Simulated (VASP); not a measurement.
# Ac: accuracy against cost in the k-mesh and SCF solver, part 3 of 3

How sensitive are energy and pressure of Ac to the k-mesh and SCF solver? The series runs use PBEsol. The start is a computed cell from the Materials Project.

VASP 6.6.1; PBEsol; plane waves and PAW (Ac).

Still holding for the runs below: This run has no spin polarisation. Its electron count is odd, so without a moment it is a metal by construction. The k-mesh is coarse for a metal.

So far. Step 15 (SCF solver: ALGO = Damped): Against the first of the series the energy moves by +0.01 meV an atom and the pressure by -0.01 GPa, after 55 cycles in 18 s. Step 16 (SCF solver: AMIX = 0.1, BMIX = 0.01): Against the first of the series the energy stays within 0.01 meV an atom; the pressure moves by -0.01 GPa, after 13 cycles in 6.4 s.

### Step 17. SCF solver: AMIX = 0.8

Contents of INCAR:

```
SYSTEM = Ac
PREC = Accurate
ENCUT = 400
EDIFF = 1E-06
NELM = 100
ISMEAR = -1
SIGMA = 0.05
LREAL = .FALSE.
ALGO = Normal
GGA = PS
NBANDS = 11
LASPH = .TRUE.
LORBIT = 11
LWAVE = .FALSE.
LCHARG = .FALSE.
KPAR = 2
ISIF = 2
AMIX = 0.8
```

Contents of POSCAR:

```
Ac
1.0
    0.0000000000      2.8481055921      2.8481055921
    2.8481055921      0.0000000000      2.8481055921
    2.8481055921      2.8481055921      0.0000000000
Ac
1
Direct
    0.0000000000      0.0000000000      0.0000000000
```

Contents of KPOINTS:

```
Automatic mesh
0
Gamma
6 6 6
0 0 0
```

The projector-augmented-wave data sets are Ac (PBE family, release 64).

Started as:

```
mpirun -np 2 vasp_std
```

What it wrote:

```text
[... set-up lines as in an earlier step ...]
 entering main loop
       N       E                     dE             d eps       ncg     rms          rms(c)
[... 5 cycles as in an earlier step ...]
DAV:   6    -0.448797583531E+01    0.26881E-01   -0.14510E-01   597   0.209E+00    0.357E+00
DAV:   7    -0.448985652696E+01   -0.18807E-02   -0.26995E-02   585   0.101E+00    0.864E-01
DAV:   8    -0.448974309490E+01    0.11343E-03   -0.21735E-03   454   0.364E-01    0.439E-02
DAV:   9    -0.448980077983E+01   -0.57685E-04   -0.25043E-04   566   0.124E-01    0.161E-02
DAV:  10    -0.448980100342E+01   -0.22359E-06   -0.16888E-05   599   0.246E-02    0.347E-03
DAV:  11    -0.448980389952E+01   -0.28961E-05   -0.67872E-06   656   0.963E-03    0.289E-03
DAV:  12    -0.448980429607E+01   -0.39655E-06   -0.18093E-07   275   0.329E-03
   1 F= -.44898043E+01 E0= -.44830941E+01  d E =-.134204E-01
```

Run time: 6 s. Hardware: 2 MPI ranks of Intel Xeon Platinum 8488C (Sapphire Rapids), shared host; peak memory 0.29 GiB.

From OUTCAR (step 17):

```text
  Total       -0.5757651     -0.5757651     -0.5757651     -0.0000000      0.0000000      0.0000000
  in kB      -19.9644645    -19.9644645    -19.9644645     -0.0000000      0.0000000      0.0000000
  external PRESSURE =     -19.9644645 kB  Pullay stress =       0.0000000 kB

  FREE ENERGIE OF THE ION-ELECTRON SYSTEM (eV)
  ---------------------------------------------------
  free  energy   TOTEN  =        -4.4898042961 eV

  energy  without entropy=       -4.4763838821  energy(sigma->0) =       -4.48309409

[... 3 parts as in an earlier step ...]

[... 1 further part left out ...]
[key lines of the parts left out:]
E-fermi :   5.7713
```

Against the first of the series the energy stays within 0.01 meV an atom; the pressure moves by -0.01 GPa, after 12 cycles in 6 s.

### Step 18. SCF solver: IMIX = 1, AMIX = 0.2

INCAR: that of step 17 with these lines changed.

```diff
@@ -17,2 +17,3 @@
 ISIF = 2
-AMIX = 0.8
+IMIX = 1
+AMIX = 0.2
```

POSCAR is that of step 17.

KPOINTS is that of step 17.

Started as:

```
mpirun -np 2 vasp_std
```

What it wrote:

```text
[... set-up lines as in an earlier step ...]
 entering main loop
       N       E                     dE             d eps       ncg     rms          rms(c)
[... 5 cycles as in an earlier step ...]
DAV:   6    -0.450612651107E+01    0.87302E-02   -0.79952E-03   578   0.577E-01    0.565E+00
DAV:   7    -0.450046151031E+01    0.56650E-02   -0.30861E-03   565   0.334E-01    0.452E+00
DAV:   8    -0.449676433616E+01    0.36972E-02   -0.12361E-03   583   0.214E-01    0.362E+00
DAV:   9    -0.449434538215E+01    0.24190E-02   -0.74242E-04   572   0.165E-01    0.290E+00
[...]
DAV:  25    -0.448980718605E+01    0.20836E-05   -0.46147E-07   285   0.541E-03    0.870E-02
DAV:  26    -0.448980590544E+01    0.12806E-05   -0.37018E-07   249   0.541E-03    0.700E-02
DAV:  27    -0.448980513428E+01    0.77116E-06   -0.33762E-07   230   0.542E-03
   1 F= -.44898051E+01 E0= -.44830978E+01  d E =-.134147E-01
```

Run time: 11 s. Hardware: 2 MPI ranks; peak memory 0.29 GiB.

OUTCAR, selected parts (step 18):

```text
  Total       -0.5892293     -0.5892293     -0.5892293      0.0000000     -0.0000000      0.0000000
  in kB      -20.4313306    -20.4313306    -20.4313306      0.0000000     -0.0000000      0.0000000
  external PRESSURE =     -20.4313306 kB  Pullay stress =       0.0000000 kB

 POSITION                                       TOTAL-FORCE (eV/Angst)
 -----------------------------------------------------------------------------------
      0.00000      0.00000      0.00000         0.000000     -0.000000      0.000000
 -----------------------------------------------------------------------------------
    total drift:                                0.000000     -0.000000      0.000000

  FREE ENERGIE OF THE ION-ELECTRON SYSTEM (eV)
  ---------------------------------------------------
  free  energy   TOTEN  =        -4.4898051343 eV

  energy  without entropy=       -4.4763903868  energy(sigma->0) =       -4.48309776

[... 2 parts as in an earlier step ...]

[... 1 further part left out ...]
[key lines of the parts left out:]
E-fermi :   5.7712
```

Against the first of the series the energy stays within 0.01 meV an atom; the pressure moves by -0.06 GPa, after 27 cycles in 11 s.

### Step 19. The SCF solver series as a table

This step: convergence of PBEsol results with the solver; plane waves and PAW (VASP 6.6.1).

No new run; the numbers come from the runs before.

Differences are taken from the run with ALGO = Normal. Results of the series, by row:

| setting | status | energy less the reference (meV/atom) | pressure (GPa) | SCF cycles | wall time (s) |
| --- | --- | --- | --- | --- | --- |
| ALGO = Normal | converged | 0 | -1.984 | 11 | 5.4 |
| ALGO = Fast | converged | -8.40e-4 | -2.026 | 28 | 12.2 |
| ALGO = VeryFast | converged | 0.00411 | -1.994 | 43 | 15.8 |
| ALGO = All | converged | -4.80e-4 | -1.993 | 17 | 9.8 |
| ALGO = Damped | converged | 0.00587 | -1.997 | 55 | 17.6 |
| AMIX = 0.1, BMIX = 0.01 | converged | -3.00e-4 | -1.997 | 13 | 6.4 |
| AMIX = 0.8 | converged | 5.30e-4 | -1.996 | 12 | 6 |
| IMIX = 1, AMIX = 0.2 | converged | -0.00314 | -2.043 | 27 | 11 |

### Step 20. What came out

| Quantity | Value |
| --- | --- |
| k-mesh from which the energy stays within 10 meV/atom of the reference | 8 8 8 |
| k-mesh from which the energy stays within 1 meV/atom of the reference | none before the reference itself |
| k-mesh from which the pressure stays within 0.2 GPa of the reference | 6 6 6 |
| spread of the pressure over the k-mesh | 11.3 GPa |
| spread of the energy over the k-mesh | 1706 meV/atom |
| fewest SCF cycles | ALGO = Normal (11) |
| most SCF cycles among converged runs | ALGO = Damped (55) |
| spread of the pressure over the SCF solver | 0.0592 GPa |
| spread of the energy over the SCF solver | 0.00901 meV/atom |

In words: No run before the reference (12 12 12) settles within 1 meV an atom of it; the nearest step is off by +1.9 meV an atom, +0.09 GPa. The pressure holds within 0.2 GPa from 6 6 6 on. The energy swings above and below the reference, since the sum over k-points is not variational. A metal's Fermi surface slows this convergence. All SCF solvers that converged agree within 0.05 meV an atom. No setting beats the 5.4 s of ALGO = Normal by a fifth or more; the slowest converged run is ALGO = Damped, at 18 s. On a shared host such times are rough. Yet the pressure of IMIX = 1, AMIX = 0.2 is -0.06 GPa off: EDIFF tests the energy, which is second order in the error of the density, while the stress is first order. Differences are taken from the run with 12 12 12, which is itself not the exact limit. Forces vanish by symmetry in this cell, so the series can't test them. The runs at 2 2 2; 3 3 3; 4 4 4; 5 5 5 are over 30 meV an atom or 2 GPa off and describe the material poorly.

[Lines on the potential files, build, host, timing and source positions are cut from VASP's logs without a mark.]

[Logs are printed without paths, hosts, clocks, repeated set-up lines and the standing remarks that a program may print on its own settings, such as how far it seeks lower states.]

[Hosts, paths, dates, database ids (printed as entryN), source tags and the programs' standing remarks are cut or masked in the printed files.]

[A measured line is paired with the nearest computed mode of its activity, which favours agreement.]
